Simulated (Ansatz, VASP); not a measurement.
# SnH5CN2Cl3 in two plane-wave programs, part 2 of 2

Wanted: the spread between two codes on one cell, functional and k mesh. The cell is taken from a series of runs on this material, whose earlier steps may have relaxed, scaled, displaced or heated it; both programs get it as it stands.

VASP 6.6.1 and Ansatz 0.2.0.

So far. Step 2 (VASP: single point, HSE06): The run ends at a pressure of 0.94 GPa, with forces up to 0.44 eV/Å.

### Step 3. Ansatz: single point, HSE06

Level of this step: Ansatz beside VASP: Kohn-Sham DFT, plane waves, HSE06 (Ansatz).

Ansatz runs on its PAW soft_1 files.

The same cell, functional and mesh now go to Ansatz, which takes its cutoff from its data sets.

Input file input.yaml:

```yaml
crystal:
  lattice:
    - [5.79886752, 0.0, 0.0]
    - [0.0, 3.859191, 4.153885]
    - [0.0, -3.859191, 4.153885]
  atoms:
    - { symbol: Sn, position: [0.5, 0.374215539, 0.374215539] }
    - { symbol: H, position: [0.2145590193, 0.724481855, 0.724481855] }
    - { symbol: H, position: [0.7854409807, 0.724481855, 0.724481855] }
    - { symbol: H, position: [0.3409931443, 0.9167805314, 0.9167805314] }
    - { symbol: H, position: [0.6590068557, 0.9167805314, 0.9167805314] }
    - { symbol: H, position: [0.0, 0.0520760994, 0.0520760994] }
    - { symbol: C, position: [0.0, 0.9205758343, 0.9205758343] }
    - { symbol: "N", position: [0.1984695989, 0.8466102038, 0.8466102038] }
    - { symbol: "N", position: [0.8015304011, 0.8466102038, 0.8466102038] }
    - { symbol: Cl, position: [0.5, 0.8472971103, 0.3490826709] }
    - { symbol: Cl, position: [0.5, 0.3490826709, 0.8472971103] }
    - { symbol: Cl, position: [0.0, 0.4078055658, 0.4078055658] }
kpoints:
  mp_grid: { grid: [2, 2, 2] }
  band_path:
    path:
      - [0.0, 0.0, 0.0]
      - [0.0, 0.5, 0.5]
      - [0.0, 0.53421382, 0.46578618]
      - [0.0, 0.46578618, -0.46578618]
      - [0.5, 0.0, 0.0]
      - [0.5, 0.46578618, -0.46578618]
      - [0.5, 0.53421382, 0.46578618]
      - [0.5, 0.5, 0.5]
    npoints: 1
hamiltonian:
  xc: hse06
  pseudopotentials: { kind: paw, azcp: { folder: soft_1 } }
scf:
  occupations: { method: fixed }
  n_extra_bands: 8
output:
  eigenvalues: true
```

Run with:

```bash
$ ansatz run input.yaml --threads 2 --pin off --max-ram 92160MiB --backend cuda --events-out ev --progress --plain --runs-dir out --devices 1 --max-vram 13GiB
```

Numbers of over 12 decimals in the logs are rounded to 6 here.

The log of the run:

```text
scf.n_extra_bands = 8 over 27 filled bands (N_el = 54.0): the run solves 35 bands
exact exchange: scf.exx.singularity resolves to wigner_seitz, which cuts the screened interaction at the faces of the exchange supercell's Wigner-Seitz cell, so that each pair interacts once, at the shortest of its separations (the periodic images that this leaves out come, for a point-like exchange hole, to about 0.001 eV on a filled level). The cut falls within the interaction's reach, and what an exchange supercel [...]
GPUs: using 1 of 1 available (devices: 1).
Engine: ansatz 0.2.0, x86_64-unknown-linux-gnu
Pseudopotentials: kind: paw
Pseudopotential: Sn, paw, valence charge 14, recommended cutoff 420 eV (normal), soft_1/Sn.paw.azcp
Pseudopotential: H, paw, valence charge 1, recommended cutoff 420 eV (normal), soft_1/H.paw.azcp
Pseudopotential: C, paw, valence charge 4, recommended cutoff 420 eV (normal), soft_1/C.paw.azcp
Pseudopotential: N, paw, valence charge 5, recommended cutoff 420 eV (normal), soft_1/N.paw.azcp
Pseudopotential: Cl, paw, valence charge 7, recommended cutoff 420 eV (normal), soft_1/Cl.paw.azcp
Functional definition: HSE06
  parameter a = 0.25
  parameter omega = 0.11/bohr
  exchange = pbe_x - a*pbe_x_sr(omega) + a*exact_x_sr(omega)
  correlation = pbe_c
davidson cushion auto → on  (no smearing: the cushion is to keep the highest requested band from converging to the state above it; pin scf.eigensolver.cushion to override)
device memory: the entry about to start is reckoned to put 1.5 GiB on a device that reports 37.7 GiB free (of which the cap on the GPU budget leaves the run 13.0 GiB)
GPU FFT provider: cuFFT
GPU libraries: cuBLAS 13.8.2, cuFFT 12.4.0, cuSOLVER 12.3.4
Crystal: 12 atoms, lattice volume = 185.919 Å³
Basis set: ecut = 420 eV, 3655 PW (Γ)
Bands: 35, of which v1, the nominal top of the filled ones, is band 27 counted from 1 (26 counted from 0)
Symmetry: 4 space group operations
Space group: Amm2 (ITA 38), of the structure as read, at distance tolerance 5.7e-5 Å
k-points: 6 of 8
Non-local potential: Sn, projectors of the file, l = 0: 2, l = 1: 2, l = 2: 2, l = 3: 1
Non-local potential: H, projectors of the file, l = 0: 2, l = 1: 1
Non-local potential: C, projectors of the file, l = 0: 2, l = 1: 2, l = 2: 1
Non-local potential: N, projectors of the file, l = 0: 2, l = 1: 2, l = 2: 1
Non-local potential: Cl, projectors of the file, l = 0: 2, l = 1: 2, l = 2: 1
PAW form: soft (Blöchl's): semilocal exchange-correlation on the pseudo side does not see the compensation charge
PAW frozen core: Sn, regenerated for the run's functional, and the local potential with it (the file was generated under x = pbe(κ = 0.804, μ = 0.219515), c = pbe(β = 0.066725))
PAW frozen core: C, regenerated for the run's functional, and the local potential with it (the file was generated under x = pbe(κ = 0.804, μ = 0.219515), c = pbe(β = 0.066725))
PAW frozen core: N, regenerated for the run's functional, and the local potential with it (the file was generated under x = pbe(κ = 0.804, μ = 0.219515), c = pbe(β = 0.066725))
PAW frozen core: Cl, regenerated for the run's functional, and the local potential with it (the file was generated under x = pbe(κ = 0.804, μ = 0.219515), c = pbe(β = 0.066725))
PAW one-centre angular grid: Sn, 590 points (default); XC on 64 Gauss nodes
PAW one-centre angular grid: H, 110 points (default); XC on 64 Gauss nodes
PAW one-centre angular grid: C, 110 points (default); XC on 64 Gauss nodes
PAW one-centre angular grid: N, 110 points (default); XC on 64 Gauss nodes
PAW one-centre angular grid: Cl, 110 points (default); XC on 64 Gauss nodes
Initial density: superposition of atomic densities (chi_scale 0.1, normalization cell), built separately for each of the 2 bonded fragments (scf.initial_density.interfragment_charge_transfer: auto; true builds it for the cell as a whole; a typed value also counts as a typed key of the start: scf.initial_density.chi_scale says what that changes, if anything)
Initial wavefunctions: pseudopotential atomic-orbital guess
GPU buffer pool allocated for 64000 grid points (all kernels)
GPU transforms: local potential and band sums: pruned to the plane-wave sphere, on 40×40×40
Functional: x = pbe(κ = 0.804, μ = 0.219515), c = pbe(β = 0.066725), warm-up for x = pbe(κ = 0.804, μ = 0.219515) + 0.25 (exact − pbe) at short range (hse, ω = 0.207870 Å⁻¹), c = pbe(β = 0.066725); HSE06 as pw.x's `hse` composes it (authors' and Libxc's form: `xc: wpbeh`)
SCF iter   1: F=—  HF=-10369.629750 eV  |F-HF|=—  |Δ(HF+E_count)|=         —  Δρ=7.45e-2  dr2=8.91e0  ethr=1.00e-1  ⟨swp⟩=5.0  Hψ=666  notcnv=0
preconditioner: auto → none  [insulator: Δε(μ)=1.280 eV  Ē_g=11.278 eV  n_scr=28 (ndim 8)  ℏωp=17.2 eV  f_vac=0.047]
SCF iter   2: F=—  HF=-10367.093144 eV  |F-HF|=—  |Δ(HF+E_count)|=    2.54e0  Δρ=3.33e-2  dr2=1.08e0  ethr=1.65e-2  ⟨swp⟩=4.0  Hψ=574  notcnv=0
SCF iter   3: F=—  HF=-10366.946346 eV  |F-HF|=—  |Δ(HF+E_count)|=   1.47e-1  Δρ=1.40e-2  dr2=2.15e-1  ethr=2.00e-3  ⟨swp⟩=3.3  Hψ=568  notcnv=0
iter 4 solved again at ethr=3.81e-5 eV; its pass at ethr=3.98e-4 eV (dr2=2.06e-2 eV) is discarded
SCF iter   4: F=—  HF=-10366.924308 eV  |F-HF|=—  |Δ(HF+E_count)|=   2.20e-2  Δρ=3.83e-3  dr2=2.11e-2  ethr=3.81e-5  ⟨swp⟩=3.8  Hψ=1050  notcnv=0
SCF iter   5: F=—  HF=-10366.921487 eV  |F-HF|=—  |Δ(HF+E_count)|=   2.82e-3  Δρ=8.00e-4  dr2=1.11e-3  ethr=3.81e-5  ⟨swp⟩=3.7  Hψ=552  notcnv=0
SCF iter   6: F=-10366.921445 eV  HF=-10366.921425 eV  |F-HF|=1.97e-5  |Δ(HF+E_count)|=   6.16e-5  Δρ=2.23e-4  dr2=6.13e-5  ethr=2.06e-6  ⟨swp⟩=4.0  Hψ=569  notcnv=0
SCF 1 stopped early in 6 iterations: F = -10366.921445 eV  dr2 = 6.13e-5
  greatest PAW one-centre occupation: 0.993 electrons in one spin orbital (limit 2), on the Sn atom at site 0 (counted from 0), in its partial waves of l = 2
device memory: the entry about to start is reckoned to put 2.2 GiB on a device that reports 38.1 GiB free (of which the cap on the GPU budget leaves the run 13.0 GiB)
GPU FFT provider: cuFFT
GPU libraries: cuBLAS 13.8.2, cuFFT 12.4.0, cuSOLVER 12.3.4
Initial density: handed on by an earlier stage of this run
Initial wavefunctions: those handed on with the density
GPU buffer pool allocated for 64000 grid points (all kernels)
GPU transforms: local potential and band sums: pruned to the plane-wave sphere, on 40×40×40
Functional: x = pbe(κ = 0.804, μ = 0.219515) + 0.25 (exact − pbe) at short range (hse, ω = 0.207870 Å⁻¹), c = pbe(β = 0.066725); HSE06 as pw.x's `hse` composes it (authors' and Libxc's form: `xc: wpbeh`)
Exchange kernel: α = 0.2500, screened, ω = 0.2079 Å⁻¹, Wigner–Seitz truncation, v(0) = 962.4333 eV·Å³, q-mesh 2×2×2, nearest image of the exchange supercell L = 11.34 Å, pair-density grid 30×27×27, without the augmentation charges, whose exchange is taken in its separable form by FFT convolution over the k-point mesh (sized by the pseudopotential files, 40×40×40 at the most), smooth part of the exact exchange by density-matrix convolution in up to 1.66 GiB of GPU memory as planned if the GPU has room (build and FFT work areas not counted)
Frozen-core exchange: fock
SCF iter   1: F=—  HF=-10372.908365 eV  |F-HF|=—  |Δ(HF+E_count)|=         —  Δρ=5.33e-3  dr2=4.64e-2  ethr=1.14e-6  ⟨swp⟩=9.0  Hψ=1166  notcnv=0
preconditioner: auto → none  [insulator: Δε(μ)=2.145 eV  Ē_g=12.968 eV  n_scr=28 (ndim 8)  ℏωp=17.2 eV  f_vac=0.091]
SCF iter   2: F=—  HF=-10372.891968 eV  |F-HF|=—  |Δ(HF+E_count)|=   1.64e-2  Δρ=1.81e-3  dr2=4.64e-3  ethr=1.14e-6  ⟨swp⟩=5.2  Hψ=888  notcnv=0
SCF iter   3: F=—  HF=-10372.903995 eV  |F-HF|=—  |Δ(HF+E_count)|=   1.20e-2  Δρ=1.03e-3  dr2=1.76e-3  ethr=1.14e-6  ⟨swp⟩=5.0  Hψ=750  notcnv=0
SCF iter   4: F=—  HF=-10372.903366 eV  |F-HF|=—  |Δ(HF+E_count)|=   6.30e-4  Δρ=1.59e-4  dr2=6.20e-5  ethr=1.14e-6  ⟨swp⟩=3.3  Hψ=614  notcnv=0
SCF iter   5: F=—  HF=-10372.903548 eV  |F-HF|=—  |Δ(HF+E_count)|=   1.82e-4  Δρ=1.22e-4  dr2=3.19e-5  ethr=5.13e-8  ⟨swp⟩=5.2  Hψ=694  notcnv=0
SCF iter   6: F=-10372.903538 eV  HF=-10372.903540 eV  |F-HF|=1.73e-6  |Δ(HF+E_count)|=   8.34e-6  Δρ=3.08e-5  dr2=5.09e-6  ethr=5.13e-8  ⟨swp⟩=3.2  Hψ=612  notcnv=0
SCF 2 stopped early in 6 iterations: F = -10372.903538 eV  dr2 = 5.09e-6
hybrid outer 1: dexx = +1.417e-2 eV, tail = 5.81e-5 eV
GPU FFT provider: cuFFT
GPU libraries: cuBLAS 13.8.2, cuFFT 12.4.0, cuSOLVER 12.3.4
GPU buffer pool allocated for 64000 grid points (all kernels)
GPU transforms: local potential and band sums: pruned to the plane-wave sphere, on 40×40×40
Exchange kernel: α = 0.2500, screened, ω = 0.2079 Å⁻¹, Wigner–Seitz truncation, v(0) = 962.4333 eV·Å³, q-mesh 2×2×2, nearest image of the exchange supercell L = 11.34 Å, pair-density grid 30×27×27, without the augmentation charges, whose exchange is taken in its separable form by FFT convolution over the k-point mesh (sized by the pseudopotential files, 40×40×40 at the most), smooth part of the exact exchange by density-matrix convolution in up to 1.66 GiB of GPU memory as planned if the GPU has room (build and FFT work areas not counted)
Frozen-core exchange: fock
SCF iter   1: F=—  HF=-10372.903320 eV  |F-HF|=—  |Δ(HF+E_count)|=         —  Δρ=3.66e-5  dr2=1.56e-6  ethr=5.38e-7  ⟨swp⟩=3.5  Hψ=504  notcnv=0
preconditioner: auto → none  [insulator: Δε(μ)=2.141 eV  Ē_g=12.948 eV  n_scr=28 (ndim 8)  ℏωp=17.2 eV  f_vac=0.097]
SCF iter   2: F=—  HF=-10372.903320 eV  |F-HF|=—  |Δ(HF+E_count)|=   6.70e-7  Δρ=1.66e-5  dr2=3.75e-7  ethr=2.67e-9  ⟨swp⟩=5.0  Hψ=743  notcnv=0
iter 3 solved again at ethr=4.40e-11 eV; its pass at ethr=6.09e-10 eV (dr2=2.38e-8 eV) is discarded
SCF iter   3: F=-10372.903320 eV  HF=-10372.903320 eV  |F-HF|=3.73e-9  |Δ(HF+E_count)|=   7.32e-8  Δρ=6.84e-6  dr2=2.81e-8  ethr=4.40e-11  ⟨swp⟩=3.0  Hψ=1025  notcnv=0
SCF 3 converged in 3 iterations: F = -10372.903320 eV  dr2 = 2.81e-8
hybrid outer 2: dexx = +7.963e-7 eV, tail = 7.25e-8 eV, Δε = 3.40e-3 eV (about 1.69e-4 eV left of the loop's levels)
device memory: the entry about to start is reckoned to put 0.8 GiB on a device that reports 48.5 GiB free (of which the cap on the GPU budget leaves the run 13.0 GiB)
NSCF: frozen V_eff on 8 k-points
hybrid SCF converged: 2 outer / 9 inner (+6 warm-up), last move |dexx| = 7.96e-7 eV, tail = 7.25e-8 eV
Stability not checked: this state was not tested for a lower state beside it, because the functional holds exact exchange (a hybrid, or Hartree-Fock), whose exchange loop this test does not read (fock_operator; see scf.lower_state_search)
Free energy (F): -10372.903320 eV
Frozen-core exchange: fock
Harris-Foulkes:  -10372.903320 eV  (|F-HF|=3.73e-9)
Internal energy: -10372.903320 eV  (E = F + TS)
E sigma→0 (E₀):  -10372.903320 eV
Fermi energy:    2.724886 eV
--- Per-component energies (eV) ---
  E_band       = -481.851678
  E_kinetic    = 1040.149629
  E_local      = -3300.636788  (includes V_loc(G=0)·N_el)
  E_nonlocal   = 331.617049
  E_hartree    = 1303.793189
  E_xc         = -527.547120
  E_vxc        = -553.026744  (∫ρ·V_xc dr)
  E_exx        = -127.543952  (= α·E_x^exact, valence–valence)
  E_paw        = -6712.466587  (= ΣΔE_a)
  E_vpaw       = -352.452236  (= ΣTr[D̂ρ^β])
  E_aug_tail   = -0.002695  (compensation charges beyond the density's cutoff)
  E_ewald      = -2380.129960
  E_core_change = -0.136085  (= ΣΔE_core)
  E_smearing   = -0.000000  (= −TS)
  E_closure    = -0.000000  (closes the sum)
  Σ components = -10372.903320   (vs F -10372.903320, Δ=0.00e0)
--- Band table (eV; the first three rows and the last of 6) ---
  k-point 0: bands = [... 23 lower, -0.5895, -0.3212, -0.1420, 0.0061, 6.4223, 7.3438, 8.3343, 8.4127, ... 4 higher]
  k-point 1: bands = [... 23 lower, -0.3371, -0.1005, -0.0855, 0.8665, 5.8428, 6.4540, 7.8945, 8.2344, ... 4 higher]
  k-point 2: bands = [... 23 lower, -0.3952, -0.1444, 0.0459, 1.9914, 5.2605, 5.3410, 6.6191, 7.4372, ... 4 higher]
  k-point 5: bands = [... 23 lower, -0.3867, -0.0190, 0.1934, 2.7249, 4.8664, 5.1583, 5.1782, 6.7301, ... 4 higher]
```

Reading the cycles: dr2 is the Hartree energy of the density residual (eV), the measure of convergence; HF is the Harris–Foulkes estimate of the energy, which meets the free energy F at convergence.

### Step 4. Comparison

Known differences besides the potentials themselves: exact exchange at q = 0 is treated differently, which shows on coarse meshes; VASP keeps PBE cores, Ansatz makes them for the functional; fixed occupations in Ansatz, narrow Gaussian smearing in VASP; the cutoff is 420 eV in Ansatz and 520 eV in VASP; VASP takes a coarser grid for exact exchange (PRECFOCK = Fast). Total energies have different zeros and are not compared.

The two programs side by side:

| quantity | Ansatz | VASP | difference |
| --- | --- | --- | --- |
| gap on the k mesh (eV) | 2.142 | 2.138 | +0.004 |

A gap on the mesh is an upper bound, since the band edges may lie between its points.

### Step 5. Outcome

| Property | Result |
| --- | --- |
| difference in gap on the k mesh (single point, HSE06) | 0.0036 eV |

In words: The difference in gap on the k mesh is 0.0036 eV (single point, HSE06), within the 0.08 eV picked in this series as the mark of a large difference. Such differences can come from data sets, numerical settings and the points named under the comparisons, not from the functional's error against experiment.

[Lines on the potential files, build, host, timing and source positions are cut from VASP's logs without a mark.]

[Logs are printed without paths, hosts, clocks, repeated set-up lines and the standing remarks that a program may print on its own settings, such as how far it seeks lower states.]

[Hosts, paths, dates, database ids (printed as entryN), source tags and the programs' standing remarks are cut or masked in the printed files.]
